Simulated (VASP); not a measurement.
Given:

```yaml
crystal:
  lattice:
    - [0.00000, 3.36580, 3.36580]
    - [3.36580, 0.00000, 3.36580]
    - [3.36580, 3.36580, 0.00000]
  atoms:
    - { symbol: Mg, position: [0.25000, 0.25000, 0.25000] }
    - { symbol: Mg, position: [0.75000, 0.75000, 0.75000] }
    - { symbol: Sn, position: [0.00000, 0.00000, 0.00000] }
```

All values below come from LDA (Ceperley-Alder, Perdew-Zunger), VASP's LDA PAW potentials (set 64) (plane waves; VASP 6.6.1). Run with 300 eV cut-off, 5×5×5 Γ-centred mesh, Fermi-Dirac smearing of 0.010 eV, potentials Mg Sn_d.

Question: Give the energies of bands 7 to 12 at the high-symmetry points, in eV from the Fermi level.

Answer: 
```
band     Γ      X      U      L      W
----  ----  -----  -----  -----  -----
7     0.05  -4.59  -4.17  -4.80  -3.77
8     0.05  -2.07  -3.52  -0.79  -3.77
9     0.05  -2.07  -1.74  -0.79  -2.67
10    1.42  -0.12   0.41   0.69   2.71
11    2.23   0.20   2.66   2.30   3.03
12    2.23   7.28   5.38   2.30   3.03
```

It has no gap at this level: it comes out as a metal or semimetal.

The structure is a typed Mg2Sn crystal. The cell was not relaxed at this level. The k-mesh is coarse (spacing up to 0.32 per Å, 2π included), so the numbers may not be converged in it.
